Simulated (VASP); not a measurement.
Data:

```
CELL_PARAMETERS angstrom
      8.28900     0.00000     0.00000
      0.00000    11.64727     0.00000
      0.00000     0.00000     7.94311
ATOMIC_POSITIONS crystal
  Cs 0.43984 0.25000 0.51945
  Cs 0.56016 0.75000 0.48055
  Cs 0.06016 0.75000 0.01945
  Cs 0.93984 0.25000 0.98055
  Pb 0.00000 0.50000 0.50000
  Pb 0.50000 0.50000 0.00000
  Pb 0.50000 0.00000 0.00000
  Pb 0.00000 0.00000 0.50000
  Br 0.99374 0.75000 0.55967
  Br 0.00626 0.25000 0.44033
  Br 0.50626 0.25000 0.05967
  Br 0.49374 0.75000 0.94033
  Br 0.20102 0.03170 0.80279
  Br 0.79898 0.96830 0.19721
  Br 0.29898 0.96830 0.30279
  Br 0.70102 0.03170 0.69721
  Br 0.70102 0.46830 0.69721
  Br 0.29898 0.53170 0.30279
  Br 0.79898 0.53170 0.19721
  Br 0.20102 0.46830 0.80279
```

These are PBE GGA, VASP's PBE PAW potentials (set 64) (plane waves; VASP) values and carry that method's errors. Numerical set-up: LREAL = Auto, 300 eV cut-off, 2×1×2 Γ-centred mesh, Fermi-Dirac smearing of 0.050 eV, potentials Cs_sv Pb_d Br.

At this cut-off the stress carries a Pulay error, which pulls relaxed volumes low.

Task: Which forces act on the atoms, in eV/Å?

Result: 
| atom | Fx | Fy | Fz |
|---|---|---|---|
| Cs1 | 0.017 | 0.000 | -0.029 |
| Cs2 | -0.017 | 0.000 | 0.029 |
| Cs3 | -0.017 | 0.000 | -0.029 |
| Cs4 | 0.017 | 0.000 | 0.029 |
| Pb5 | 0.000 | 0.000 | 0.000 |
| Pb6 | 0.000 | 0.000 | 0.000 |
| Pb7 | 0.000 | 0.000 | 0.000 |
| Pb8 | 0.000 | 0.000 | 0.000 |
| Br9 | -0.012 | 0.000 | 0.291 |
| Br10 | 0.012 | 0.000 | -0.291 |
| Br11 | 0.012 | 0.000 | 0.291 |
| Br12 | -0.012 | 0.000 | -0.291 |
| Br13 | -0.055 | 0.040 | 0.073 |
| Br14 | 0.055 | -0.040 | -0.073 |
| Br15 | 0.055 | -0.040 | 0.073 |
| Br16 | -0.055 | 0.040 | -0.073 |
| Br17 | -0.055 | -0.040 | -0.073 |
| Br18 | 0.055 | 0.040 | 0.073 |
| Br19 | 0.055 | 0.040 | -0.073 |
| Br20 | -0.055 | -0.040 | 0.073 |

Task: Give the stress tensor in GPa (positive for a compressed cell).

Result: 
```
2.11  0.00  0.00
0.00  3.17  0.00
0.00  0.00  2.11
```
The pressure is its mean diagonal, 2.47 GPa.

The structure comes from a computed database's CsPbBr3 entry; how it stands against other phases isn't given here. The cell was not relaxed at this level. The k-mesh is coarse (spacing up to 0.54 per Å, 2π included), so the numbers may not be converged in it.
